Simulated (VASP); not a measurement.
Given:

```yaml
crystal:
  lattice:
    - [0.00000, 2.78377, 2.78377]
    - [2.78377, 0.00000, 2.78377]
    - [2.78377, 2.78377, 0.00000]
  atoms:
    - { symbol: Cd, position: [0.00000, 0.00000, 0.00000] }
    - { symbol: Se, position: [0.50000, 0.50000, 0.50000] }
```

Calculation: LDA (Ceperley-Alder, Perdew-Zunger) with spin-orbit coupling, VASP's LDA PAW potentials (set 64) (plane waves; VASP 6.6.1). Numerical set-up: 400 eV cut-off, 10×10×10 Γ-centred mesh, Gaussian smearing of 0.050 eV, potentials Cd Se.

Task: Give the energies of bands 13 to 22 at the high-symmetry points, in eV from the Fermi level.

Result: 
| band | Γ | X | U | L | W |
|---|---|---|---|---|---|
| 13 | -1.12 | -4.79 | -4.18 | -5.50 | -3.75 |
| 14 | -1.12 | -4.79 | -4.18 | -5.50 | -3.75 |
| 15 | -0.65 | -2.61 | -4.09 | -0.17 | -3.64 |
| 16 | -0.65 | -2.61 | -4.09 | -0.17 | -3.64 |
| 17 | -0.65 | -2.33 | -1.68 | 0.07 | -3.46 |
| 18 | -0.65 | -2.33 | -1.68 | 0.07 | -3.46 |
| 19 | 0.23 | -0.69 | 1.37 | 2.78 | 3.09 |
| 20 | 0.23 | -0.69 | 1.37 | 2.78 | 3.09 |
| 21 | 8.65 | 5.27 | 6.25 | 4.94 | 5.81 |
| 22 | 8.65 | 5.27 | 6.25 | 4.94 | 5.81 |

It has no gap at this level: it comes out as a metal or semimetal.

The structure comes from a computed database's CdSe entry (Fm-3m); how it stands against other phases isn't given here. It was relaxed first, which changed the volume by -9 %.
